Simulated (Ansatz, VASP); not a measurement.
# InGe4P in two plane-wave programs, part 2 of 2

Aim: how closely do two programs agree when they are given the same cell, functional and k mesh? The cell is generated by rule, not measured, and may not be a known phase. The cell is taken from a series of runs on this material, whose earlier steps may have relaxed, scaled, displaced or heated it; both programs get it as it stands.

VASP 6.6.1 and Ansatz 0.2.0.

So far: Set-up; VASP: relaxation of cell and atoms, PBEsol, pair 1.

The structure was built from a prototype and need not be the compound's stable phase.

## Step 3: Ansatz: relaxation of cell and atoms, PBEsol, pair 1

Level of this step: Ansatz beside VASP: Kohn-Sham DFT, plane waves, PBEsol (Ansatz).

Ansatz runs on its default PAW (the set named soft_2) files.

The same cell, functional, mesh and smearing now go to Ansatz, which takes its cutoff from its data sets.

Contents of input.yaml:

```yaml
crystal:
  lattice:
    - [2.8671020909, 2.8671020909, 0.0]
    - [-2.8591136959, 2.8591136959, 0.0]
    - [2.8631078934, 0.0039941975, 8.7399608737]
  atoms:
    - { symbol: Ge, position: [0.3326846354, 0.6673153646, 0.3346307292] }
    - { symbol: Ge, position: [0.7524936701, 0.7475063299, 0.4950126599] }
    - { symbol: Ge, position: [0.6709025028, 0.3290974972, 0.6581949945] }
    - { symbol: Ge, position: [0.0913750866, 0.4086249134, 0.8172498268] }
    - { symbol: In, position: [-0.0041502837, 0.0041502837, 0.0083005674] }
    - { symbol: P, position: [0.4066943889, 0.0933056111, 0.1866112223] }
kpoints:
  mp_grid: { grid: [10, 10, 10] }
hamiltonian:
  xc: pbesol
scf:
  occupations: { method: gaussian, width: 0.1 }
output:
  forces: true
  stress: true
  eigenvalues: true
  write_density: true
  write_potential: true
  elf: true
  volumetric_format: npy
relax:
  adjacent_minimum: "off"
  f_tol: 0.005
  max_steps: 80
  cell: { stress_tol: 0.05 }
```

On the command line:

```
$ ansatz run input.yaml --threads 8 --pin off --max-ram 14336MiB --backend cpu --events-out ev --progress --plain --runs-dir out
```

Numbers of over 12 decimals in the logs are rounded to 6 here.

The log of the run:

```text
Engine: ansatz 0.2.0, aarch64-unknown-linux-gnu
Pseudopotentials: kind: paw
Pseudopotential: Ge, paw, valence charge 14, recommended cutoff 420 eV (normal), Ge.paw.azcp
Pseudopotential: In, paw, valence charge 13, recommended cutoff 420 eV (normal), In.paw.azcp
Pseudopotential: P, paw, valence charge 5, recommended cutoff 420 eV (normal), P.paw.azcp
Functional definition: PBEsol
  exchange = pbesol_x
  correlation = pbesol_c
Crystal: 6 atoms, lattice volume = 143.289 Å³
Basis set: ecut = 420 eV, 2809 PW (Γ), exchange–correlation on 60×60×128 points (8 copies of the dense FFT grid, shifted against one another)
Bands: 45, of which v1, the nominal top of the filled ones, is band 37 counted from 1 (36 counted from 0)
Symmetry: 4 space group operations
Space group: Imm2 (ITA 44), of the structure as read, at distance tolerance 5.2e-5 Å
k-points: 171 of 1000 (time reversal used)
Non-local potential: Ge, projectors of the file, l = 0: 2, l = 1: 2, l = 2: 3, l = 3: 1
Non-local potential: In, projectors of the file, l = 0: 2, l = 1: 2, l = 2: 2, l = 3: 2
Non-local potential: P, projectors of the file, l = 0: 2, l = 1: 2, l = 2: 2
PAW form: soft (Blöchl's): semilocal exchange-correlation on the pseudo side does not see the compensation charge
PAW frozen core: Ge, regenerated for the run's functional, and the local potential with it (the file was generated under x = pbe(κ = 0.804, μ = 0.219515), c = pbe(β = 0.066725))
PAW frozen core: In, regenerated for the run's functional, and the local potential with it (the file was generated under x = pbe(κ = 0.804, μ = 0.219515), c = pbe(β = 0.066725))
PAW frozen core: P, regenerated for the run's functional, and the local potential with it (the file was generated under x = pbe(κ = 0.804, μ = 0.219515), c = pbe(β = 0.066725))
PAW one-centre angular grid: Ge, 590 points (default); XC on 64 Gauss nodes
PAW one-centre angular grid: In, 590 points (default); XC on 64 Gauss nodes
PAW one-centre angular grid: P, 110 points (default); XC on 64 Gauss nodes
Initial density: superposition of atomic densities (neutral atoms: chi_scale 0, normalization atom), corrected by the library's trained network
Initial wavefunctions: pseudopotential atomic-orbital guess
Functional: x = pbesol(κ = 0.804, μ = 0.123457), c = pbesol(β = 0.046)
SCF iter   1: F=—  HF=-23279.283708 eV  |F-HF|=—  |Δ(HF+E_count)|=         —  Δρ=3.77e-3  dr2=3.57e-2  ethr=1.77e-3  ⟨swp⟩=7.5  Hψ=31781  notcnv=0  defer=1
preconditioner: auto → LDOS  [metal: Δε(μ)=0.037 eV  Ē_g=19.980 eV  σ=0.100 eV  W_gap=0.20  n_scr=42 (ndim 8)  ℏωp=26.7 eV  f_vac=0.049  D(μ)=0.61/eV (n_scr^D=2)  β→1.0]
SCF iter   2: F=—  HF=-23279.275661 eV  |F-HF|=—  |Δ(HF+E_count)|=   8.05e-3  Δρ=2.23e-3  dr2=2.50e-2  ethr=4.82e-5  ⟨swp⟩=3.7  Hψ=18632  notcnv=0  defer=395
SCF iter   3: F=—  HF=-23279.269720 eV  |F-HF|=—  |Δ(HF+E_count)|=   5.94e-3  Δρ=5.83e-4  dr2=2.48e-3  ethr=3.38e-5  ⟨swp⟩=2.0  Hψ=10419  notcnv=0  defer=395
SCF iter   4: F=—  HF=-23279.269278 eV  |F-HF|=—  |Δ(HF+E_count)|=   4.42e-4  Δρ=1.66e-4  dr2=5.03e-5  ethr=3.35e-6  ⟨swp⟩=2.3  Hψ=12455  notcnv=0  defer=395
SCF iter   5: F=—  HF=-23279.269258 eV  |F-HF|=—  |Δ(HF+E_count)|=   2.06e-5  Δρ=3.55e-5  dr2=2.14e-6  ethr=6.80e-8  ⟨swp⟩=2.2  Hψ=14041  notcnv=0  defer=68
SCF iter   6: F=—  HF=-23279.269258 eV  |F-HF|=—  |Δ(HF+E_count)|=   5.16e-7  Δρ=1.12e-5  dr2=6.83e-7  ethr=2.89e-9  ⟨swp⟩=2.9  Hψ=13267  notcnv=0  defer=59
SCF iter   7: F=-23279.269258 eV  HF=-23279.269258 eV  |F-HF|=5.09e-8  |Δ(HF+E_count)|=   3.39e-8  Δρ=4.21e-6  dr2=7.96e-8  ethr=1.35e-10  ⟨swp⟩=14.1  Hψ=57166  notcnv=0
SCF 1 converged in 7 iterations: F = -23279.269258 eV  dr2 = 7.96e-8
  greatest PAW one-centre occupation: 0.998 electrons in one spin orbital (limit 2), on the Ge atom at site 0 (counted from 0), in its partial waves of l = 2
relax step   1: F+E_penalty+E_count = -23279.26925797 eV  Δ(F+E_penalty+E_count) = +0.000e0 eV  max|allowed force component| = 1.893e-1 eV/Å  Δτ_max = 0.0000 Å  P = +0.006 GPa  Ω = 143.289 Å³  (7 SCF iters, dr2 threshold 1.00e-7 eV, accepted)
[...]
relax step   3: F+E_penalty+E_count = -23279.27455109 eV  Δ(F+E_penalty+E_count) = -7.085e-4 eV  max|allowed force component| = 1.163e-2 eV/Å  Δτ_max = 0.0076 Å  P = +0.017 GPa  Ω = 143.212 Å³  energy of the carried Pulay correction = +1.322e-5 eV  (4 SCF iters, dr2 threshold 5.31e-7 eV, accepted)
[...]
relax step   4: F+E_penalty+E_count = -23279.27456577 eV  Δ(F+E_penalty+E_count) = -1.468e-5 eV  max|allowed force component| = 2.453e-3 eV/Å  Δτ_max = 0.0008 Å  P = +0.004 GPa  Ω = 143.244 Å³  energy of the carried Pulay correction = +7.752e-6 eV  (5 SCF iters, dr2 threshold 8.45e-9 eV, accepted)
[...]
relax step   5: F+E_penalty+E_count = -23279.27455931 eV  Δ(F+E_penalty+E_count) = +6.462e-6 eV  max|allowed force component| = 2.448e-3 eV/Å  Δτ_max = 0.0000 Å  P = +0.004 GPa  Ω = 143.244 Å³  stress off target by 1.00e-2 GPa  SCF on the basis re-selected at this cell (its energy is not comparable with the rows above)  (6 SCF iters)
basis re-selected at this cell: Δ(F+E_penalty+E_count) = +6.462e-6 eV, ΔP = -0.000 GPa vs the last step (what re-selecting the basis moved, of the pressure what is left beyond the Pulay correction that the steps carried, after the strain that the cell walked since its last selection, with what the two solves' SCF thresholds leave and, on support functions, any second-order correction that the steps lacked; it is no m [...]
SCF converged after 6 iterations
Free energy (F): -23279.274559 eV
Harris-Foulkes:  -23279.274559 eV  (|F-HF|=3.64e-12)
Internal energy: -23279.270993 eV  (E = F + TS)
E sigma→0 (E₀):  -23279.272776 eV
Entropy (-TS):   -0.003566 eV (-0.594 meV/atom)
Fermi energy:    8.063992 eV
--- Per-component energies (eV) ---
  E_band       = -679.071864
  E_kinetic    = 758.386063
  E_local      = -11990.576834  (includes V_loc(G=0)·N_el)
  E_nonlocal   = 2081.479848
  E_hartree    = 5225.767020
  E_xc         = -573.766099
  E_vxc        = -418.705854  (∫ρ·V_xc dr)
  E_paw        = -12553.251674  (= ΣΔE_a)
  E_vpaw       = -1561.190545  (= ΣTr[D̂ρ^β])
  E_aug_tail   = 0.001307  (compensation charges beyond the density's cutoff)
  E_ewald      = -6231.264368
  E_core_change = 3.953743  (= ΣΔE_core)
  E_smearing   = -0.003566  (= −TS)
  E_closure    = -0.000000  (closes the sum)
  Σ components = -23279.274559   (vs F -23279.274559, Δ=0.00e0)
--- Forces (eV/Å), atoms counted from 1 ---
  atom   1  Ge     0.00000000    -0.00000000     0.00187755
  atom   2  Ge    -0.00000000     0.00000000    -0.00155079
  atom   3  Ge     0.00000000    -0.00000000     0.00244762
  atom   4  Ge    -0.00000000     0.00000000    -0.00096225
  atom   5  In     0.00000000    -0.00000000    -0.00198259
  atom   6  P     -0.00000000     0.00000000     0.00017036
  max |Σ_I F_I| component: 1.02e-7 eV/Å
--- Stress (GPa, compression-positive) ---
        0.004881      -0.005135       0.000000
       -0.005135       0.004881       0.000000
        0.000000       0.000000       0.002157
  P = ⅓ Tr σ = 0.0040 GPa (0.040 kbar)
--- Band table (eV; the first three rows and the last of 171) ---
  k-point 0: bands = [... 33 lower, 5.7504, 7.0714, 7.6741, 7.7685, 8.5189, 8.6275, 8.7673, 9.4638, ... 4 higher]
  k-point 1: bands = [... 33 lower, 5.7729, 6.8237, 7.7077, 7.8042, 8.4409, 8.6022, 8.8836, 9.4592, ... 4 higher]
  k-point 2: bands = [... 33 lower, 5.8640, 6.3577, 7.5465, 7.9455, 8.2592, 8.6103, 9.0658, 9.4903, ... 4 higher]
  k-point 170: bands = [... 33 lower, 4.4091, 4.5176, 5.0938, 5.1904, 8.9766, 9.0807, 9.4135, 9.5731, ... 4 higher]
--- Relaxed structure (4 steps of the walk, 4 accepted, 1 SCFs on fresh bases) ---
  F+E_penalty+E_count = -23279.27455931 eV   max|allowed force component| = 2.448e-3 eV/Å   (the final SCF, on the basis selected at the relaxed cell)
  cell:  # Å, volume = 143.2441 Å³
    - [2.860486, 2.860486, -1.2610015322555045e-18]
    - [-2.870217, 2.870217, -9.695190213858336e-19]
    - [2.865351, -0.00486577, 8.723527]
  atoms:
    - { symbol: Ge, position: [0.332227, 0.667773, 0.335546] }
    - { symbol: Ge, position: [0.751784, 0.748216, 0.496431] }
    - { symbol: Ge, position: [0.670564, 0.329436, 0.658871] }
    - { symbol: Ge, position: [0.090676, 0.409324, 0.818648] }
    - { symbol: In, position: [-0.00268271, 0.00268271, 0.00536542] }
    - { symbol: P, position: [0.407431, 0.092569, 0.185139] }
```

## Step 4: Comparison

Known differences besides the potentials themselves: the cutoff is 420 eV in Ansatz and 500 eV in VASP; Ansatz makes its cores anew for this functional, VASP keeps those of its PBE data sets; Ansatz adds a Pulay correction to the stress that steers its cell, VASP none. Total energies have different zeros and are not compared.

Compared:

| quantity | Ansatz | VASP | difference |
| --- | --- | --- | --- |
| volume (Å³) | 143.24 | 143.01 | +0.16 % |
| edge a after relaxation, in the typed setting (Å) | 4.045 | 4.042 | +0.08 % |
| edge b after relaxation, in the typed setting (Å) | 4.059 | 4.058 | +0.03 % |
| edge c after relaxation, in the typed setting (Å) | 9.182 | 9.177 | +0.06 % |

## Step 5: Ansatz: relaxation of cell and atoms, PBEsol, pair 2

The relaxed volume is the usual yardstick between codes: in a stiff, nearly cubic crystal its relative difference is about their pressure difference at one cell divided by the bulk modulus.

The cell is taken from a series of runs on this material, whose earlier steps may have relaxed, scaled, displaced or heated it; both programs get it as it stands.

Contents of input.yaml:

```yaml
crystal:
  lattice:
    - [2.8604857239, 2.8604857239, 0.0]
    - [-2.8702172647, 2.8702172647, 0.0]
    - [2.8653514943, -0.0048657704, 8.7235270507]
  atoms:
    - { symbol: Ge, position: [0.3322271845, 0.6677728155, 0.3355456311] }
    - { symbol: Ge, position: [0.7517842626, 0.7482157374, 0.4964314748] }
    - { symbol: Ge, position: [0.6705644526, 0.3294355474, 0.6588710947] }
    - { symbol: Ge, position: [0.090676229, 0.409323771, 0.818647542] }
    - { symbol: In, position: [-0.0026827101, 0.0026827101, 0.0053654202] }
    - { symbol: P, position: [0.4074305814, 0.0925694186, 0.1851388373] }
kpoints:
  mp_grid: { grid: [12, 12, 12] }
hamiltonian:
  xc: pbesol
scf:
  occupations: { method: methfessel_paxton, width: 0.2 }
output:
  forces: true
  stress: true
  eigenvalues: true
relax:
  adjacent_minimum: "off"
  f_tol: 0.001
  max_steps: 60
  cell: { stress_tol: 0.01 }
```

The log of the run:

```text
[...]
Crystal: 6 atoms, lattice volume = 143.244 Å³
Basis set: ecut = 420 eV, 2809 PW (Γ), exchange–correlation on 60×60×128 points (8 copies of the dense FFT grid, shifted against one another)
Bands: 45, of which v1, the nominal top of the filled ones, is band 37 counted from 1 (36 counted from 0)
Symmetry: 4 space group operations
[...]
- [-2.874595, 2.874595, 2.858172053986065e-19]
    - [2.866965, -0.0076307, 8.717408]
  atoms:
    - { symbol: Ge, position: [0.332176, 0.667824, 0.335648] }
    - { symbol: Ge, position: [0.751690, 0.748310, 0.496620] }
    - { symbol: Ge, position: [0.670542, 0.329458, 0.658917] }
    - { symbol: Ge, position: [0.090545, 0.409455, 0.818911] }
    - { symbol: In, position: [-0.00246231, 0.00246231, 0.00492463] }
    - { symbol: P, position: [0.407510, 0.092490, 0.184981] }
[key lines of the parts left out:]
SCF converged after 7 iterations
Free energy (F): -23279.267670 eV
Fermi energy:    8.012079 eV
P = ⅓ Tr σ = 0.0002 GPa (0.002 kbar)
```

## Step 6: VASP: relaxation of cell and atoms, PBEsol, pair 2

The same cell, functional, mesh and smearing now go to VASP, with its own data sets.

Contents of INCAR:

```
SYSTEM = InGe4P
PREC = Accurate
ENCUT = 500
EDIFF = 1E-07
NELM = 120
ISMEAR = 1
SIGMA = 0.2
LREAL = .FALSE.
ALGO = Normal
GGA = PS
NBANDS = 45
LORBIT = 11
LWAVE = .FALSE.
LCHARG = .FALSE.
ISIF = 3
IBRION = 2
NSW = 80
EDIFFG = -0.005
LASPH = .TRUE.
GGA_COMPAT = .FALSE.
NELMIN = 4
KPAR = 2
```

Contents of POSCAR:

```
InGe4P
1.0
    2.8604860000      2.8604860000      0.0000000000
   -2.8702170000      2.8702170000      0.0000000000
    2.8653510000     -0.0048660000      8.7235270000
Ge In P
4 1 1
Direct
    0.3322270897      0.6677727942      0.3355455884
    0.7517841960      0.7482157160      0.4964314319
    0.6705645554      0.3294355597      0.6588711194
    0.0906763684      0.4093237747      0.8186475493
    0.9973173131      0.0026826879      0.0053653757
    0.4074305934      0.0925694389      0.1851388779
```

Contents of KPOINTS:

```
Automatic mesh
0
Gamma
12 12 12
0 0 0
```

PAW data sets: Ge_d, In_d and P (PBE family, release 64).

On the command line:

```
$ mpirun -np 2 vasp_std
```

The log of the run:

```text
[banner, memory and clock lines left out]
running    2 mpi-ranks, on    1 nodes
[...]
[... a notice as in an earlier step ...]

 LDA part: xc-table for (Slater+PW92), standard interpolation
 POSCAR, INCAR and KPOINTS ok, starting setup
[...]
entering main loop
       N       E                     dE             d eps       ncg     rms          rms(c)
DAV:   1     0.803645237590E+03    0.80365E+03   -0.34574E+04 29350   0.381E+03
DAV:   2     0.131848658862E+03   -0.67180E+03   -0.65409E+03 25200   0.972E+02
DAV:   3    -0.169675107075E+02   -0.14882E+03   -0.14571E+03 26729   0.251E+02
DAV:   4    -0.285414566915E+02   -0.11574E+02   -0.11464E+02 30593   0.785E+01
[...]
DAV:  13    -0.283145351554E+02   -0.39297E-05   -0.19675E-05 33190   0.648E-02    0.445E-03
DAV:  14    -0.283145365909E+02   -0.14355E-05   -0.81394E-06 28562   0.284E-02    0.271E-03
DAV:  15    -0.283145366323E+02   -0.41382E-07   -0.24529E-07 22907   0.213E-02
   1 F= -.28314537E+02 E0= -.28315624E+02  d E =-.283145E+02
[... from here on, the cycles between the ionic steps are left out ...]
   2 F= -.28314674E+02 E0= -.28315772E+02  d E =-.137130E-03
   3 F= -.28314677E+02 E0= -.28315777E+02  d E =-.140375E-03
   4 F= -.28314735E+02 E0= -.28315841E+02  d E =-.579566E-04
   5 F= -.28314738E+02 E0= -.28315846E+02  d E =-.612376E-04
   6 F= -.28314732E+02 E0= -.28315838E+02  d E =0.622218E-05
 trial-energy change:    0.000006  1 .order   -0.000011   -0.000019   -0.000003
 step:   1.3554(harm=  1.3554)  dis= 0.00055  next Energy=   -28.314750 (dE=-0.113E-04)
 reached required accuracy - stopping structural energy minimisation
```

OUTCAR, selected parts (step 6):

```text
  Total        0.0038802      0.0038802      0.0012463      0.0006422     -0.0000000     -0.0000000
  in kB        0.0434322      0.0434322      0.0139503      0.0071882     -0.0000000     -0.0000000
  external PRESSURE =       0.0336049 kB  Pullay stress =       0.0000000 kB

 POSITION                                       TOTAL-FORCE (eV/Angst)
 -----------------------------------------------------------------------------------
     -0.00788      2.86567      2.92568         0.000000      0.000000     -0.000935
      1.42101      4.29456      4.32803        -0.000000     -0.000000      0.001490
      2.85779      2.85779      5.74208        -0.000000     -0.000000      0.001723
      1.42889      1.42889      7.13642         0.000000      0.000000     -0.000865
      2.85779      2.85779      0.04236        -0.000000     -0.000000      0.000281
      1.42889      1.42889      1.61314         0.000000      0.000000     -0.001695
 -----------------------------------------------------------------------------------
    total drift:                                0.000462     -0.000075      0.000493

  FREE ENERGIE OF THE ION-ELECTRON SYSTEM (eV)
  ---------------------------------------------------
  free  energy   TOTEN  =       -28.3147320227 eV

  energy  without entropy=      -28.3180512913  energy(sigma->0) =      -28.31583845

[... 1 part as in an earlier step ...]

[... 3 further parts left out ...]
[key lines of the parts left out:]
E-fermi :   5.1290
```

## Step 7: Differences

The two programs side by side:

| quantity | Ansatz | VASP | difference |
| --- | --- | --- | --- |
| volume (Å³) | 143.30 | 143.14 | +0.12 % |
| edge a after relaxation, in the typed setting (Å) | 4.044 | 4.042 | +0.05 % |
| edge b after relaxation, in the typed setting (Å) | 4.065 | 4.064 | +0.04 % |
| edge c after relaxation, in the typed setting (Å) | 9.177 | 9.174 | +0.03 % |

## Step 8: What came out

| Item | Value |
| --- | --- |
| difference in volume (relaxation of cell and atoms, PBEsol, pair 1) | 0.16 % |
| difference in volume (relaxation of cell and atoms, PBEsol, pair 2) | 0.12 % |

What this shows: The difference in volume is 0.16 % (relaxation of cell and atoms, PBEsol, pair 1), within the 1.2 % picked in this series as the mark of a large difference, as far as the stopping tolerances let one tell. 1 further run of this series is not shown here. Such differences can come from data sets, numerical settings and the points named under the comparisons, not from the functional's error against experiment.

[Lines on the potential files, build, host, timing and source positions are cut from VASP's logs without a mark.]

[Logs are printed without paths, hosts, clocks, repeated set-up lines and the standing remarks that a program may print on its own settings, such as how far it seeks lower states.]

[Hosts, paths, dates, database ids (printed as entryN), source tags and the programs' standing remarks are cut or masked in the printed files.]
